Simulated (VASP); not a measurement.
Here is the system:

```xyz
4
Lattice="3.8952 0.0000 0.0000 0.0000 3.8952 0.0000 0.0000 0.0000 3.8952" Properties=species:S:1:pos:R:3 pbc="T T T"
Ti     0.0000     0.0000     0.0000
Pt     0.0000     1.9476     1.9476
Pt     1.9476     0.0000     1.9476
Pt     1.9476     1.9476     0.0000
```

Computed with MS2 meta-GGA, VASP's PBE PAW potentials (set 64) (plane waves; VASP 6.6.1). Settings: 520 eV cut-off, 9×9×9 Γ-centred mesh, tetrahedra with Blöchl corrections, potentials Ti_sv Pt.

The cores are frozen, which limits the accuracy of field gradients.

### Question
Give the principal components of the electric field gradient (V/Å²) and the asymmetry η at each nucleus.

### Answer

```tsv
atom	Vxx	Vyy	Vzz	η
Ti1	0.0	0.0	0.0	-
Pt2	32.5	32.5	-65.0	0.00
Pt3	32.5	32.5	-65.0	0.00
Pt4	32.5	32.5	-65.0	0.00
```

The compound is Pt3Ti in the L1_2 structure. It was relaxed first.
